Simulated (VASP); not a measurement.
All values below come from LDA (Ceperley-Alder, Perdew-Zunger) + U (Dudarev), VASP's LDA PAW potentials (set 64) (plane waves; VASP).

A VASP calculation is set up with these files.

File KPOINTS:
```
Automatic mesh
0
Gamma
5 5 5
0 0 0
```

### POSCAR
```
ZnSe
1
    0.0000000000     2.8350000000     2.8350000000
    2.8350000000     0.0000000000     2.8350000000
    2.8350000000     2.8350000000     0.0000000000
Zn Se
1 1
Direct
  0.0000000000   0.0000000000   0.0000000000
  0.2500000000   0.2500000000   0.2500000000
```

INCAR:
```
# general
SYSTEM   = ZnSe
PREC     = Accurate
ENCUT    = 300
LREAL    = F
LASPH    = T

# electronic loop
EDIFF    = 1E-6
NELM     = 100
ALGO     = Normal
LMAXMIX  = 4

# smearing
ISMEAR   = -1
SIGMA    = 0.02

# DFT+U
LDAU     = T
LDAUTYPE = 2
LDAUL    = 2 -1
LDAUU    = 5.0 0
LDAUJ    = 0 0

# ions
ISIF     = 2

# output
LWAVE    = F
LCHARG   = F
```

POTCAR, in this order: Zn Se (LDA.64 set). Program: vasp_std.

The run wrote:

File OUTCAR:
```
 ion  position               nearest neighbor table
   1  0.000  0.000  0.000-   2 2.46   2 2.46   2 2.46   2 2.46
   2  0.250  0.250  0.250-   1 2.46   1 2.46   1 2.46   1 2.46
  LATTYP: Found a face centered cubic cell.
 ALAT       =     5.6700000000
 Subroutine PRICEL returns:
 Original cell was already a primitive cell.
 Subroutine GETGRP returns: Found 24 space group operations
The static configuration has the point symmetry T_d .
The dynamic configuration has the point symmetry T_d .
 Subroutine INISYM returns: Found 24 space group operations
 Subroutine IBZKPT returns following result:
 Found     10 irreducible k-points:

 Following reciprocal coordinates:
            Coordinates               Weight
  0.000000  0.000000  0.000000      1.000000
  0.200000  0.000000  0.000000      8.000000
  0.400000  0.000000  0.000000      8.000000
  0.200000  0.200000  0.000000      6.000000
  0.400000  0.200000  0.000000     24.000000
 -0.400000  0.200000  0.000000     24.000000
 -0.200000  0.200000  0.000000     12.000000
  0.400000  0.400000  0.000000      6.000000
 -0.400000  0.400000  0.000000     12.000000
...
```

### OSZICAR
```
       N       E                     dE             d eps       ncg     rms          rms(c)
DAV:   1     0.682089547184E+02    0.68209E+02   -0.67250E+03   260   0.106E+03
DAV:   2    -0.312891016030E+01   -0.71338E+02   -0.69186E+02   290   0.224E+02
DAV:   3    -0.713709258837E+01   -0.40082E+01   -0.40023E+01   315   0.604E+01
DAV:   4    -0.716361531650E+01   -0.26523E-01   -0.26522E-01   285   0.508E+00
DAV:   5    -0.716374820024E+01   -0.13288E-03   -0.13288E-03   300   0.314E-01    0.560E+00
DAV:   6    -0.694651287698E+01    0.21724E+00   -0.41895E-01   387   0.145E+01    0.390E+00
DAV:   7    -0.691989109693E+01    0.26622E-01   -0.12148E-01   280   0.302E+00    0.137E+00
DAV:   8    -0.691808375026E+01    0.18073E-02   -0.46694E-03   290   0.600E-01    0.333E-01
DAV:   9    -0.691780156782E+01    0.28218E-03   -0.83115E-04   285   0.211E-01    0.570E-02
DAV:  10    -0.691781128659E+01   -0.97188E-05   -0.32572E-05   300   0.528E-02    0.189E-02
DAV:  11    -0.691781431422E+01   -0.30276E-05   -0.23421E-06   290   0.231E-02    0.453E-03
DAV:  12    -0.691781433733E+01   -0.23112E-07   -0.71341E-07   155   0.174E-02
   1 F= -.69178143E+01 E0= -.69178143E+01  d E =-.770928E-11
```

### OUTCAR
```
------------------------ aborting loop because EDIFF is reached ----------------------------------------
  FORCE on cell =-STRESS in cart. coord.  units (eV):
  Direction    XX          YY          ZZ          XY          YZ          ZX
  --------------------------------------------------------------------------------------
  Total       -1.2657479     -1.2657479     -1.2657479      0.0000000      0.0000000      0.0000000
  in kB      -44.5008818    -44.5008818    -44.5008818      0.0000000      0.0000000      0.0000000
  external PRESSURE =     -44.5008818 kB  Pullay stress =       0.0000000 kB
  volume of cell :       45.57
      direct lattice vectors                 reciprocal lattice vectors
     0.000000000  2.835000000  2.835000000    -0.176366843  0.176366843  0.176366843
     2.835000000  0.000000000  2.835000000     0.176366843 -0.176366843  0.176366843
     2.835000000  2.835000000  0.000000000     0.176366843  0.176366843 -0.176366843
  FREE ENERGIE OF THE ION-ELECTRON SYSTEM (eV)
  ---------------------------------------------------
  free  energy   TOTEN  =        -6.9178143373 eV

  energy  without entropy=       -6.9178143373  energy(sigma->0) =       -6.91781434
```
(Selected blocks of OUTCAR.)

At this cut-off the stress carries a Pulay error, which pulls relaxed volumes low.

The structure is a typed ZnSe crystal. The cell was not relaxed at this level. The run is one of a series of settings (LDAU = .TRUE., LDAUJ = 0 0, LDAUL = 2 -1, LDAUTYPE = 2, LDAUU = 5.0 0 against the base run), some of them coarse on purpose.
